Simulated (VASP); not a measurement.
# SnSe2: what each functional gives, and what it costs, part 7 of 9

Wanted: bands and gap of SnSe2 from one functional after another. LASPH is on for some levels and off for others; the table marks which. The start is a cell from a database of measured crystal structures.

VASP 6.6.1, plane waves and PAW; the level of theory is named at each step.

Still holding for the runs below: The k-mesh is coarse for unscreened exact exchange, which converges slowly with it. Spin-orbit coupling is off here; it can split and shift levels that hold much weight on Sn by tenths of an eV or more.

So far, least gap on mesh and path (eV): step 2 (bands, level LDA, k 4×4×3) 0.576; step 7 (bands, level TPSS, k 4×4×3) 0.765; step 9 (bands, level HSE06, k 4×4×3) 1.46; step 10 (bands, level r2SCAN0, k 4×4×3) 2.31; step 11 (bands, level HSE03, k 4×4×3) 1.27.

## 13. Bands with PBE-EpsX, k 4×4×3

This step: PBE-EpsX, exact-exchange share 1/11.088; plane waves and PAW (Sn_d, Se) (VASP 6.6.1).

Here the share of exact exchange is set to the inverse of the computed dielectric constant, since screening weakens exchange.

File INCAR:

```
SYSTEM = SnSe2
PREC = Accurate
ENCUT = 400
EDIFF = 1E-06
NELM = 100
ISMEAR = 0
SIGMA = 0.02
LREAL = .FALSE.
ALGO = Normal
LHFCALC = .TRUE.
AEXX = 0.09
GGA = PE
LASPH = .TRUE.
NBANDS = 19
PRECFOCK = Fast
HFRCUT = -1
LORBIT = 11
LWAVE = .FALSE.
LCHARG = .FALSE.
KPAR = 4
```

File POSCAR:

```
SnSe2
1.0
    3.8110000000      0.0000000000      0.0000000000
   -1.9055000000      3.3004228138      0.0000000000
    0.0000000000      0.0000000000      6.1360000000
Sn Se
1 2
Direct
    0.0000000000      0.0000000000      0.0000000000
    0.3333333333      0.6666666667      0.2490000000
    0.6666666667      0.3333333333      0.7510000000
```

File KPOINTS:

```
Automatic mesh
0
Gamma
4 4 3
0 0 0
```

File KPOINTS_OPT:

```
Line mode
6
Line-mode
Reciprocal
  0.00000000   0.00000000   0.00000000 GAMMA
  0.50000000   0.00000000   0.00000000 M

  0.50000000   0.00000000   0.00000000 M
  0.33333333   0.33333333   0.00000000 K

  0.33333333   0.33333333   0.00000000 K
  0.00000000   0.00000000   0.00000000 GAMMA

  0.00000000   0.00000000   0.00000000 GAMMA
  0.00000000   0.00000000   0.50000000 A

  0.00000000   0.00000000   0.50000000 A
  0.50000000   0.00000000   0.50000000 L

  0.50000000   0.00000000   0.50000000 L
  0.33333333   0.33333333   0.50000000 H

  0.33333333   0.33333333   0.50000000 H
  0.00000000   0.00000000   0.50000000 A

  0.50000000   0.00000000   0.50000000 L
  0.50000000   0.00000000   0.00000000 M

  0.33333333   0.33333333   0.00000000 K
  0.33333333   0.33333333   0.50000000 H
```

The projector-augmented-wave data sets are Sn_d and Se (PBE family, release 64).

On the command line:

```
$ mpirun -np 4 vasp_std
```

Numbers of over 12 decimals in the logs are rounded to 6 here.

Output:

```text
[banner, memory and clock lines left out]
running    4 mpi-ranks, on    1 nodes
[...]
LDA part: xc-table for (Slater+PW92), standard interpolation
 found WAVECAR, reading the header
 POSCAR, INCAR and KPOINTS ok, starting setup
[...]
HFRCUT set to (new)   9.598768
 reading WAVECAR
 the WAVECAR file was read successfully
 initial charge from wavefunction
 entering main loop
       N       E                     dE             d eps       ncg     rms          rms(c)
DAV:   1    -0.131681497937E+02   -0.13168E+02   -0.10037E-01   348   0.250E+00    0.723E-01
DAV:   2    -0.131688223324E+02   -0.67254E-03   -0.61886E-03   359   0.452E-01    0.439E-01
DAV:   3    -0.131686886996E+02    0.13363E-03   -0.47388E-04   504   0.140E-01    0.262E-01
DAV:   4    -0.131686554639E+02    0.33236E-04   -0.43456E-05   397   0.452E-02    0.151E-01
DAV:   5    -0.131686448266E+02    0.10637E-04   -0.74546E-06   399   0.221E-02    0.864E-02
DAV:   6    -0.131686423444E+02    0.24821E-05   -0.28079E-06   343   0.125E-02    0.491E-02
DAV:   7    -0.131686422522E+02    0.92219E-07   -0.73793E-07   189   0.698E-03
   1 F= -.13168642E+02 E0= -.13168642E+02  d E =-.116381E-39
 Start KPOINTS_OPT (optional k-point list driver)
k-point batch [1-9\54]
       N       E                     dE             ncg
DAV:   1     0.115580746739E+03   -0.42668E+04      348
DAV:   2    -0.161136150940E+04   -0.17269E+04      374
DAV:   3    -0.182240920964E+04   -0.21105E+03      418
DAV:   4    -0.183229758492E+04   -0.98884E+01      398
DAV:   5    -0.183251587742E+04   -0.21829E+00      461
DAV:   6    -0.183251961856E+04   -0.37411E-02      412
DAV:   7    -0.183251976235E+04   -0.14379E-03      500
DAV:   8    -0.183251976510E+04   -0.27513E-05      356
DAV:   9    -0.183251976526E+04   -0.15841E-06      284
[...]
k-point batch [46-54\54]
       N       E                     dE             ncg
DAV:   1    -0.749068670856E+02   -0.72871E+04      345
DAV:   2    -0.171543088131E+04   -0.16405E+04      372
DAV:   3    -0.189037327993E+04   -0.17494E+03      391
DAV:   4    -0.189650757522E+04   -0.61343E+01      427
DAV:   5    -0.189665007881E+04   -0.14250E+00      478
DAV:   6    -0.189665475515E+04   -0.46763E-02      492
DAV:   7    -0.189665485782E+04   -0.10267E-03      492
DAV:   8    -0.189665485930E+04   -0.14804E-05      380
DAV:   9    -0.189665485946E+04   -0.15989E-06      324
```

Run time: 3.4 min. Hardware: 4 MPI ranks of Intel Xeon 6975P-C (Granite Rapids), shared host; peak memory 0.87 GiB; 13 min of CPU time.

OUTCAR, selected parts (step 13):

```text
 POSITION                                       TOTAL-FORCE (eV/Angst)
 -----------------------------------------------------------------------------------
      0.00000      0.00000      0.00000         0.000000      0.000000      0.000000
     -0.00000      2.20028      1.52786        -0.000000      0.000000      0.542509
      1.90550      1.10014      4.60814         0.000000     -0.000000     -0.542509
 -----------------------------------------------------------------------------------
    total drift:                                0.000001      0.000000      0.000000

  FREE ENERGIE OF THE ION-ELECTRON SYSTEM (eV)
  ---------------------------------------------------
  free  energy   TOTEN  =       -13.1686422522 eV

  energy  without entropy=      -13.1686422522  energy(sigma->0) =      -13.16864225

[... 2 parts as in an earlier step ...]

[... 1 further part left out ...]
[key lines of the parts left out:]
E-fermi :   4.0522
```

The share of exact exchange rests on that dielectric constant; a constant that is too large makes it too small.

Electronic bands along the path, in eV, zero at the valence-band top; v1 is the highest filled band, c1 the lowest empty one:

| point | v4 | v3 | v2 | v1 | c1 | c2 | c3 | c4 |
| --- | --- | --- | --- | --- | --- | --- | --- | --- |
| Γ | -0.78 | -0.45 | -0.45 | -0.04 | 1.56 | 3.45 | 5.19 | 5.19 |
| 0.60 of the way | -2.84 | -2.37 | -0.45 | -0.23 | 2.16 | 4.54 | 6.07 | 6.43 |
| M | -3.07 | -2.83 | -1.26 | -0.35 | 1.58 | 4.31 | 5.96 | 6.05 |
| 0.40 of the way | -3.30 | -3.02 | -1.28 | -1.08 | 1.94 | 5.38 | 5.67 | 6.86 |
| K | -3.89 | -3.52 | -1.63 | -1.63 | 1.89 | 7.27 | 7.27 | 7.87 |
| 0.40 of the way | -3.75 | -1.93 | -1.66 | -0.42 | 2.49 | 5.86 | 6.24 | 6.53 |
| Γ | -0.78 | -0.45 | -0.45 | -0.04 | 1.56 | 3.45 | 5.19 | 5.19 |
| 0.40 of the way | -0.82 | -0.82 | -0.39 | -0.39 | 2.21 | 3.46 | 5.08 | 5.08 |
| A | -0.88 | -0.88 | -0.29 | -0.29 | 2.95 | 3.43 | 4.90 | 4.90 |
| 0.40 of the way | -1.77 | -1.70 | -1.49 | -0.38 | 2.50 | 4.88 | 5.92 | 6.29 |
| L | -2.66 | -2.10 | -0.90 | -0.76 | 1.30 | 4.78 | 5.37 | 6.35 |
| 0.60 of the way | -3.99 | -3.16 | -0.61 | -0.43 | 2.53 | 5.27 | 5.65 | 6.51 |
| H | -4.42 | -3.91 | -0.43 | -0.43 | 3.07 | 5.27 | 5.27 | 6.83 |
| 0.40 of the way | -3.33 | -2.39 | -0.89 | -0.80 | 2.73 | 5.17 | 6.44 | 6.46 |
| A | -0.88 | -0.88 | -0.29 | -0.29 | 2.95 | 3.43 | 4.90 | 4.90 |
| jump to L | -2.66 | -2.10 | -0.90 | -0.76 | 1.30 | 4.78 | 5.37 | 6.35 |
| 0.40 of the way | -2.73 | -2.52 | -0.81 | -0.62 | 1.21 | 4.60 | 6.00 | 6.53 |
| M | -3.07 | -2.83 | -1.26 | -0.35 | 1.58 | 4.31 | 5.96 | 6.05 |
| jump to K | -3.89 | -3.52 | -1.63 | -1.63 | 1.89 | 7.27 | 7.27 | 7.87 |
| 0.60 of the way | -4.27 | -3.78 | -0.84 | -0.84 | 2.61 | 5.89 | 5.89 | 7.22 |
| H | -4.42 | -3.91 | -0.43 | -0.43 | 3.07 | 5.27 | 5.27 | 6.83 |

Of the projections kept (Sn, Se), the largest for each band there, as a share of the weight inside these atoms' spheres; weight between the spheres isn't counted:

| point | v4 | v3 | v2 | v1 | c1 | c2 | c3 | c4 |
| --- | --- | --- | --- | --- | --- | --- | --- | --- |
| Γ | Se 0.77 | Se 0.91 | Se 0.91 | Se 0.89 | Se 0.54 | Sn 0.59 | Sn 0.69 | Sn 0.69 |
| M | Se 0.77 | Se 0.67 | Se 0.88 | Se 0.92 | Se 0.55 | Sn 0.57 | Se 0.66 | Sn 0.58 |
| K | Se 0.68 | Se 0.63 | Se 0.92 | Se 0.92 | Se 0.57 | Se 0.60 | Se 0.60 | Sn 0.50 |
| Γ | Se 0.77 | Se 0.91 | Se 0.91 | Se 0.89 | Se 0.54 | Sn 0.59 | Sn 0.69 | Sn 0.69 |
| A | Se 0.79 | Se 0.79 | Se 0.91 | Se 0.91 | Se 0.57 | Sn 0.64 | Sn 0.72 | Sn 0.72 |
| L | Se 0.66 | Se 0.74 | Se 0.89 | Se 0.92 | Se 0.55 | Se 0.68 | Sn 0.64 | Se 0.51 |

The electronic bands as a text plot (rows in eV, shown from -7.8 to 4.9 only):

```
    4.6 |    +++ +          ++    ++ ++ +++         ++  +++
    4.1 | +++   +           ++      +                 ++   ++
    3.6 |+                    ++++++                    +
    3.0 |                 ++      +++         ++++    +++       +
    2.5 | +++           ++  ++   +   ++      +    ++++         +
    2.0 |    ++   ++++++       ++      +    +                ++
    1.5 |+     +++            +         ++++             ++++
    0.9 |
    0.4 |
   -0.1 |********         ****** ******               ***   *
   -0.7 |*   **  *      **  *********  *********************   **
   -1.2 | *    *****  **  **        *  ***          ****   ** *
   -1.7 | ***      *******  **   *  ***             ****     *
   -2.2 |    **             **    ***  *****      **  ****
   -2.8 |    ******   **  **         ** *****       **   ****
   -3.3 |  **  *******    **                **  ******      *
   -3.8 |          *******             *     *****           ****
   -4.4 |    ***  *** **                      **  **          ***
   -4.9 |       **                      ** ***  **       ****
   -5.4 |                         ***     *           ***
   -5.9 |                       **   **             **
   -6.5 |******           ******       *
   -7.0 |      *        **                        **
   -7.5 |       ********                **********       ********
         Γ      M    K        Γ   A       L    H       A|L M|K  H
```

The gap is 1.20 eV, indirect. Against LDA that is +0.63 eV; this run took 12 times the core time, on fewer points of the path.

## 14. Bands with PBE0, k 4×4×3

This step: PBE0; plane waves and PAW (Sn_d, Se) (VASP 6.6.1).

PBE0 keeps a quarter of exact exchange at all ranges; it tends to overshoot small gaps. A prediction first. If the gap is linear in the share of exact exchange, PBE (0.71 eV at 0) and PBE-EpsX (1.20 eV at 0.090) give a slope of 5.44 eV per unit share, so a share of 0.250 should give 2.07 eV.

Changes to INCAR since step 13:

```diff
@@ -10,3 +10,3 @@
 LHFCALC = .TRUE.
-AEXX = 0.09
+AEXX = 0.25
 GGA = PE
```

POSCAR is that of step 13.

KPOINTS is that of step 13.

KPOINTS_OPT is that of step 13.

On the command line:

```
$ mpirun -np 4 vasp_std
```

Output:

```text
[... set-up lines as in an earlier step ...]
 entering main loop
       N       E                     dE             d eps       ncg     rms          rms(c)
DAV:   1    -0.159488788080E+02   -0.15949E+02   -0.69746E-01   342   0.694E+00    0.208E+00
DAV:   2    -0.159626331890E+02   -0.13754E-01   -0.51027E-02   374   0.132E+00    0.139E+00
DAV:   3    -0.159608969703E+02    0.17362E-02   -0.42894E-03   498   0.464E-01    0.837E-01
DAV:   4    -0.159604095960E+02    0.48737E-03   -0.92404E-04   407   0.198E-01    0.474E-01
DAV:   5    -0.159602648804E+02    0.14472E-03   -0.16207E-04   375   0.990E-02    0.266E-01
DAV:   6    -0.159602068194E+02    0.58061E-04   -0.42345E-05   374   0.592E-02    0.146E-01
DAV:   7    -0.159601900325E+02    0.16787E-04   -0.19028E-05   375   0.323E-02    0.790E-02
DAV:   8    -0.159601859202E+02    0.41123E-05   -0.43279E-06   369   0.144E-02    0.444E-02
DAV:   9    -0.159601849899E+02    0.93026E-06   -0.77567E-07   189   0.720E-03
   1 F= -.15960185E+02 E0= -.15960185E+02  d E =-.162157E-40
 Start KPOINTS_OPT (optional k-point list driver)
k-point batch [1-9\54]
       N       E                     dE             ncg
DAV:   1     0.447591789146E+02   -0.43376E+04      351
DAV:   2    -0.186586708737E+04   -0.19106E+04      369
DAV:   3    -0.211903004103E+04   -0.25316E+03      391
DAV:   4    -0.213438975962E+04   -0.15360E+02      406
DAV:   5    -0.213477215352E+04   -0.38239E+00      448
DAV:   6    -0.213477929591E+04   -0.71424E-02      414
DAV:   7    -0.213477953881E+04   -0.24291E-03      499
DAV:   8    -0.213477954385E+04   -0.50305E-05      355
DAV:   9    -0.213477954410E+04   -0.25739E-06      288
[...]
k-point batch [46-54\54]
       N       E                     dE             ncg
DAV:   1    -0.171165966588E+03   -0.73834E+04      348
DAV:   2    -0.198715881315E+04   -0.18160E+04      353
DAV:   3    -0.219446623043E+04   -0.20731E+03      391
DAV:   4    -0.220314047823E+04   -0.86742E+01      423
DAV:   5    -0.220333640948E+04   -0.19593E+00      467
DAV:   6    -0.220334171684E+04   -0.53074E-02      470
DAV:   7    -0.220334198882E+04   -0.27198E-03      502
DAV:   8    -0.220334199199E+04   -0.31704E-05      417
DAV:   9    -0.220334199206E+04   -0.69249E-07      304
```

Run time: 3.6 min. Hardware: 4 MPI ranks; peak memory 0.87 GiB; 14 min of CPU time.

OUTCAR, selected parts (step 14):

```text
 POSITION                                       TOTAL-FORCE (eV/Angst)
 -----------------------------------------------------------------------------------
      0.00000      0.00000      0.00000        -0.000000      0.000000      0.000000
     -0.00000      2.20028      1.52786        -0.000000      0.000000      0.239300
      1.90550      1.10014      4.60814         0.000000      0.000000     -0.239300
 -----------------------------------------------------------------------------------
    total drift:                               -0.000000     -0.000000     -0.000000

  FREE ENERGIE OF THE ION-ELECTRON SYSTEM (eV)
  ---------------------------------------------------
  free  energy   TOTEN  =       -15.9601849899 eV

  energy  without entropy=      -15.9601849899  energy(sigma->0) =      -15.96018499

[... 2 parts as in an earlier step ...]

[... 1 further part left out ...]
[key lines of the parts left out:]
E-fermi :   3.4550
```

The electronic bands at the labelled points (eV, zero at the valence-band top; v1 is the highest filled band, c1 the lowest empty one):

| point | v4 | v3 | v2 | v1 | c1 | c2 | c3 | c4 |
| --- | --- | --- | --- | --- | --- | --- | --- | --- |
| Γ | -0.84 | -0.47 | -0.47 | -0.05 | 2.53 | 4.47 | 6.28 | 6.28 |
| 0.60 of the way | -3.01 | -2.51 | -0.47 | -0.24 | 3.12 | 5.60 | 7.20 | 7.49 |
| M | -3.27 | -3.00 | -1.29 | -0.36 | 2.48 | 5.35 | 6.97 | 7.16 |
| 0.40 of the way | -3.46 | -3.21 | -1.33 | -1.10 | 2.85 | 6.45 | 6.70 | 7.97 |
| K | -4.13 | -3.73 | -1.73 | -1.73 | 2.82 | 8.47 | 8.47 | 9.10 |
| 0.40 of the way | -3.99 | -2.02 | -1.70 | -0.44 | 3.47 | 6.96 | 7.36 | 7.67 |
| Γ | -0.84 | -0.47 | -0.47 | -0.05 | 2.53 | 4.47 | 6.28 | 6.28 |
| 0.40 of the way | -0.88 | -0.88 | -0.40 | -0.40 | 3.17 | 4.48 | 6.17 | 6.17 |
| A | -0.94 | -0.94 | -0.30 | -0.30 | 3.98 | 4.46 | 5.97 | 5.97 |
| 0.40 of the way | -1.89 | -1.80 | -1.54 | -0.39 | 3.48 | 5.96 | 7.04 | 7.40 |
| L | -2.82 | -2.21 | -0.94 | -0.79 | 2.21 | 5.80 | 6.43 | 7.37 |
| 0.60 of the way | -4.21 | -3.34 | -0.63 | -0.45 | 3.51 | 6.31 | 6.74 | 7.65 |
| H | -4.70 | -4.14 | -0.45 | -0.45 | 4.11 | 6.33 | 6.33 | 7.98 |
| 0.40 of the way | -3.50 | -2.52 | -0.90 | -0.84 | 3.71 | 6.23 | 7.57 | 7.59 |
| A | -0.94 | -0.94 | -0.30 | -0.30 | 3.98 | 4.46 | 5.97 | 5.97 |
| jump to L | -2.82 | -2.21 | -0.94 | -0.79 | 2.21 | 5.80 | 6.43 | 7.37 |
| 0.40 of the way | -2.89 | -2.67 | -0.86 | -0.64 | 2.12 | 5.63 | 7.08 | 7.59 |
| M | -3.27 | -3.00 | -1.29 | -0.36 | 2.48 | 5.35 | 6.97 | 7.16 |
| jump to K | -4.13 | -3.73 | -1.73 | -1.73 | 2.82 | 8.47 | 8.47 | 9.10 |
| 0.60 of the way | -4.53 | -4.01 | -0.89 | -0.89 | 3.61 | 6.97 | 6.97 | 8.40 |
| H | -4.70 | -4.14 | -0.45 | -0.45 | 4.11 | 6.33 | 6.33 | 7.98 |

Of the projections kept (Sn, Se), the largest for each band there, as a share of the weight inside these atoms' spheres; weight between the spheres isn't counted:

| point | v4 | v3 | v2 | v1 | c1 | c2 | c3 | c4 |
| --- | --- | --- | --- | --- | --- | --- | --- | --- |
| Γ | Se 0.77 | Se 0.91 | Se 0.91 | Se 0.89 | Se 0.52 | Sn 0.59 | Sn 0.69 | Sn 0.69 |
| M | Se 0.77 | Se 0.68 | Se 0.89 | Se 0.91 | Se 0.51 | Sn 0.57 | Se 0.66 | Sn 0.58 |
| K | Se 0.69 | Se 0.63 | Se 0.92 | Se 0.92 | Se 0.54 | Se 0.59 | Se 0.59 | Se 0.76 |
| Γ | Se 0.77 | Se 0.91 | Se 0.91 | Se 0.89 | Se 0.52 | Sn 0.59 | Sn 0.69 | Sn 0.69 |
| A | Se 0.78 | Se 0.78 | Se 0.90 | Se 0.90 | Se 0.55 | Sn 0.64 | Sn 0.72 | Sn 0.72 |
| L | Se 0.66 | Se 0.75 | Se 0.90 | Se 0.92 | Se 0.51 | Se 0.68 | Sn 0.64 | Se 0.51 |

The electronic bands as a text plot (rows in eV, shown from -8.0 to 6.0 only):

```
    5.7 |    +++ +          ++    ++ ++ ++++        ++  +++
    5.1 | +++   +           ++      +                 ++   ++
    4.5 |+                    ++++++                    +
    3.9 |  ++             ++      +++         +++++++++++       +
    3.3 | +  ++         ++  ++  ++   ++      +                ++
    2.8 |+     +++++++++      ++       +    +               ++
    2.2 |                               ++++             +++
    1.6 |
    1.0 |
    0.4 |
   -0.1 |********         *************       *       ***  **
   -0.7 |**  *** *      *************  ********************    **
   -1.3 | *     ***** **  **     *  ******          ****   ** *
   -1.9 | ***      *******  **       ***            ****     *
   -2.5 |    **                   ***  *****      *********
   -3.1 |    *******  **  **         **   ****      **   ****
   -3.6 |  **     ****    **                * * ****         **
   -4.2 |    **     ******             *     * *****         ****
   -4.8 |      *****                          ****         **  **
   -5.4 |                         ***   ******          ***
   -6.0 |                        *   **               **
   -6.5 |****             *******                   **
   -7.1 |    **         **             *          **
   -7.7 |      ****   **                **      **        ***
         Γ      M    K        Γ   A       L    H       A|L M|K  H
```

The gap is 2.12 eV, indirect. Against LDA that is +1.54 eV; this run took 12 times the core time, on fewer points of the path. The straight line predicted 2.07 eV, which is -0.04 eV off.

(Part 7 of 9 ends here.)

[Lines on the potential files, build, host, timing and source positions are cut from VASP's logs without a mark.]

[Logs are printed without paths, hosts, clocks, repeated set-up lines and the standing remarks that a program may print on its own settings, such as how far it seeks lower states.]

[Hosts, paths, dates, database ids (printed as entryN), source tags and the programs' standing remarks are cut or masked in the printed files.]

[A measured line is paired with the nearest computed mode of its activity, which favours agreement.]

[In band tables of VASP the shares of atoms and orbitals are scaled to a sum of 1 inside the atoms' spheres.]
